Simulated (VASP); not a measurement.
Output of a VASP run:

**OUTCAR**
```
 ion  position               nearest neighbor table
   1  0.000  0.225  0.667-   2 2.37   3 2.37
   2  0.775  0.775  0.000-   1 2.37   3 2.37
   3  0.225  0.000  0.333-   2 2.37   1 2.37
  LATTYP: Found a hexagonal cell.
 ALAT       =     4.3699999874
 C/A-ratio  =     1.1327231154
 Subroutine PRICEL returns:
 Original cell was already a primitive cell.
 Subroutine GETGRP returns: Found  6 space group operations
The static configuration has the point symmetry C_2 .
 The point group associated with its full space group is D_3 .
The dynamic configuration has the point symmetry C_2 .
 Subroutine INISYM returns: Found  6 space group operations
 Subroutine IBZKPT returns following result:
 Found     27 irreducible k-points:

 Following reciprocal coordinates:
            Coordinates               Weight
  0.000000  0.000000  0.000000      1.000000
  0.166667  0.000000  0.000000      6.000000
  0.333333 -0.000000  0.000000      6.000000
  0.500000 -0.000000  0.000000      3.000000
  0.166667  0.166667  0.000000      6.000000
  0.333333  0.166667  0.000000     12.000000
  0.333333  0.333333  0.000000      2.000000
  0.000000  0.000000  0.200000      2.000000
  0.166667  0.000000  0.200000      6.000000
  0.000000  0.166667  0.200000      6.000000
  0.333333 -0.000000  0.200000      6.000000
 -0.000000  0.333333  0.200000      6.000000
  0.500000 -0.000000  0.200000      6.000000
  0.166667  0.166667  0.200000     12.000000
  0.333333  0.166667  0.200000     12.000000
 -0.166667  0.500000  0.200000     12.000000
  0.333333  0.333333  0.200000      4.000000
  0.000000  0.000000  0.400000      2.000000
  0.166667  0.000000  0.400000      6.000000
  0.000000  0.166667  0.400000      6.000000
  0.333333 -0.000000  0.400000      6.000000
 -0.000000  0.333333  0.400000      6.000000
  0.500000 -0.000000  0.400000      6.000000
  0.166667  0.166667  0.400000     12.000000
  0.333333  0.166667  0.400000     12.000000
 -0.166667  0.500000  0.400000     12.000000
  0.333333  0.333333  0.400000      4.000000
   k-points           NKPTS =     27   k-points in BZ     NKDIM =     27   number of bands    NBANDS=     13
   number of dos      NEDOS =    301   number of ions     NIONS =      3
   total plane-waves  NPLWV =  51840
   dimension x,y,z NGX =    36 NGY =   36 NGZ =   40
   dimension x,y,z NGXF=    72 NGYF=   72 NGZF=   80
   ions per type =               3
   PREC   = accura    normal or accurate (medium, high low for compatibility)
   ISTART =      0    job   : 0-new  1-cont  2-samecut
   ICHARG =      2    charge: 1-file 2-atom 10-const
   ISPIN  =      1    spin polarized calculation?
   LNONCOLLINEAR =      F non collinear calculations
   LSORBIT =      F    spin-orbit coupling
   INIWAV =      1    electr: 0-lowe 1-rand  2-diag
   ENCUT  =  520.0 eV  38.22 Ry    6.18 a.u.   8.13  8.13  9.20*2*pi/ulx,y,z
   NELM   =    100;   NELMIN=  2; NELMDL= -5     # of ELM steps
   EDIFF  = 0.1E-05   stopping-criterion for ELM
   LREAL  =      F    real-space projection
   NLSPLINE    = F    spline interpolate recip. space projectors
   LMAXMIX     =    4 max onsite mixed and CHGCAR
   VOSKOWN=      0    Vosko Wilk Nusair interpolation
   EDIFFG = -.1E-01   stopping-criterion for IOM
   NSW    =     60    number of steps for IOM
   NBLOCK =      1;   KBLOCK =     60    inner block; outer block
   IBRION =      2    ionic relax: 0-MD 1-quasi-New 2-CG
   NFREE  =      1    steps in history (QN), initial steepest desc. (CG)
   ISIF   =      3    stress and relaxation
   ISYM   =      2    0-nonsym 1-usesym 2-fastsym
   TEIN   =    0.0    initial temperature
   TEBEG  =    0.0;   TEEND  =   0.0 temperature during run
   SMASS  =  -3.00    Nose mass-parameter (am)
   PSTRESS=    0.0 pullay stress
   NELECT =      18.0000    total number of electrons
   EFERMI =   0.00;   METHOD = LEGACY
   ISMEAR =     0;   SIGMA  =   0.05  broadening in eV -4-tet -1-fermi 0-gaus
...
```

OSZICAR:
```
...
DAV:   1    -0.124751767968E+02   -0.99984E-03   -0.36969E-02   702   0.121E+00    0.120E-01
DAV:   2    -0.124748321694E+02    0.34463E-03   -0.14946E-03   792   0.268E-01    0.705E-02
DAV:   3    -0.124746601985E+02    0.17197E-03   -0.41606E-04   732   0.116E-01    0.175E-02
DAV:   4    -0.124746584214E+02    0.17771E-05   -0.71107E-06   852   0.187E-02    0.103E-02
DAV:   5    -0.124746579448E+02    0.47659E-06   -0.37747E-07   376   0.522E-03
  12 F= -.12474658E+02 E0= -.12474658E+02  d E =-.723289E-03
       N       E                     dE             d eps       ncg     rms          rms(c)
DAV:   1    -0.124766266356E+02   -0.19682E-02   -0.14726E-01   702   0.242E+00    0.239E-01
DAV:   2    -0.124752462208E+02    0.13804E-02   -0.59543E-03   792   0.534E-01    0.141E-01
DAV:   3    -0.124745580384E+02    0.68818E-03   -0.16734E-03   732   0.232E-01    0.348E-02
DAV:   4    -0.124745510424E+02    0.69960E-05   -0.28074E-05   852   0.373E-02    0.206E-02
DAV:   5    -0.124745491185E+02    0.19239E-05   -0.15143E-06   446   0.104E-02    0.273E-03
DAV:   6    -0.124745491371E+02   -0.18626E-07   -0.16236E-07   366   0.335E-03
  13 F= -.12474549E+02 E0= -.12474549E+02  d E =-.614481E-03
       N       E                     dE             d eps       ncg     rms          rms(c)
DAV:   1    -0.124754862559E+02   -0.93714E-03   -0.49779E-02   702   0.141E+00    0.140E-01
DAV:   2    -0.124750186984E+02    0.46756E-03   -0.20062E-03   792   0.309E-01    0.813E-02
DAV:   3    -0.124747889097E+02    0.22979E-03   -0.55988E-04   732   0.134E-01    0.200E-02
DAV:   4    -0.124747866285E+02    0.22811E-05   -0.93237E-06   852   0.216E-02    0.120E-02
DAV:   5    -0.124747859734E+02    0.65509E-06   -0.52986E-07   376   0.614E-03
  14 F= -.12474786E+02 E0= -.12474786E+02  d E =-.851317E-03
       N       E                     dE             d eps       ncg     rms          rms(c)
DAV:   1    -0.124750207598E+02   -0.23413E-03   -0.92763E-03   702   0.621E-01    0.603E-02
DAV:   2    -0.124749970503E+02    0.23710E-04   -0.53346E-04   847   0.154E-01    0.286E-02
DAV:   3    -0.124749758398E+02    0.21211E-04   -0.33106E-05   742   0.357E-02    0.877E-03
DAV:   4    -0.124749737426E+02    0.20971E-05   -0.45406E-06   757   0.130E-02    0.301E-03
DAV:   5    -0.124749736781E+02    0.64582E-07   -0.12726E-07   356   0.285E-03
  15 F= -.12474974E+02 E0= -.12474974E+02  d E =-.187705E-03
       N       E                     dE             d eps       ncg     rms          rms(c)
DAV:   1    -0.124750121267E+02   -0.38384E-04   -0.25764E-03   702   0.327E-01    0.319E-02
DAV:   2    -0.124750054702E+02    0.66565E-05   -0.14844E-04   847   0.814E-02    0.152E-02
DAV:   3    -0.124749995857E+02    0.58845E-05   -0.92490E-06   742   0.189E-02    0.464E-03
DAV:   4    -0.124749989965E+02    0.58918E-06   -0.11574E-06   366   0.683E-03
  16 F= -.12474999E+02 E0= -.12474999E+02  d E =-.213023E-03
       N       E                     dE             d eps       ncg     rms          rms(c)
DAV:   1    -0.124750295741E+02   -0.29988E-04   -0.86330E-04   702   0.177E-01    0.202E-02
DAV:   2    -0.124750259327E+02    0.36414E-05   -0.27193E-05   782   0.366E-02    0.836E-03
DAV:   3    -0.124750240976E+02    0.18351E-05   -0.31983E-06   716   0.115E-02    0.334E-03
DAV:   4    -0.124750239931E+02    0.10447E-06   -0.58584E-07   356   0.526E-03
  17 F= -.12475024E+02 E0= -.12475024E+02  d E =-.249966E-04
```

File OUTCAR:
```
------------------------ aborting loop because EDIFF is reached ----------------------------------------
  FORCE on cell =-STRESS in cart. coord.  units (eV):
  Direction    XX          YY          ZZ          XY          YZ          ZX
  --------------------------------------------------------------------------------------
  Total       -0.0180259     -0.0180259      0.0247593      0.0000000      0.0000000      0.0000000
  in kB       -0.4165969     -0.4165969      0.5722153      0.0000000      0.0000000      0.0000000
  external PRESSURE =      -0.0869929 kB  Pullay stress =       0.0000000 kB
  volume of cell :       69.33
      direct lattice vectors                 reciprocal lattice vectors
     1.977397086 -3.424952210  0.000000000     0.252857660 -0.145987438 -0.000000000
     1.977397086  3.424952210 -0.000000000     0.252857660  0.145987438  0.000000000
     0.000000000 -0.000000000  5.118136517     0.000000000  0.000000000  0.195383612
 POSITION                                       TOTAL-FORCE (eV/Angst)
 -----------------------------------------------------------------------------------
      2.48280     -2.54957      3.41209         0.003641      0.006306      0.000000
      2.94399     -0.00000      0.00000        -0.007281      0.000000      0.000000
      2.48280      2.54957      1.70604         0.003641     -0.006306      0.000000
 -----------------------------------------------------------------------------------
    total drift:                               -0.000237     -0.000444      0.000012
  FREE ENERGIE OF THE ION-ELECTRON SYSTEM (eV)
  ---------------------------------------------------
  free  energy   TOTEN  =       -12.4750239931 eV

  energy  without entropy=      -12.4750239931  energy(sigma->0) =      -12.47502399

 reached required accuracy - stopping structural energy minimisation
```
(Selected blocks of OUTCAR.)

File POSCAR:
```
Se
1
    2.1850000000    -3.7845310000     0.0000000000
    2.1850000000     3.7845310000     0.0000000000
    0.0000000000     0.0000000000     4.9500000000
Se
3
Direct
  0.0000000000   0.2250000000   0.6666670000
  0.7750000000   0.7750000000   0.0000000000
  0.2250000000   0.0000000000   0.3333330000
```

Reconstruct the remaining input files.

Several could match; the one computed here: the input of the run itself, LDA (Ceperley-Alder, Perdew-Zunger), plane waves, VASP's LDA PAW potentials (set 64).

KPOINTS:
```
Automatic mesh
0
Gamma
6 6 5
0 0 0
```

**INCAR**
```
ALGO = Normal
EDIFF = 1E-6
EDIFFG = -0.01
ENCUT = 520
IBRION = 2
ISIF = 3
ISMEAR = 0
LASPH = T
LCHARG = F
LMAXMIX = 4
LREAL = F
LWAVE = F
NELM = 100
NSW = 60
PREC = Accurate
SIGMA = 0.05
SYSTEM = Se
```

POTCAR, in this order: Se (LDA.64 set). Program: vasp_std.

Energy and stress use the plane-wave basis of the starting cell.

The compound is Se in the trig structure. This run relaxes it. Symmetry was kept, so distortions that lower it aren't found.
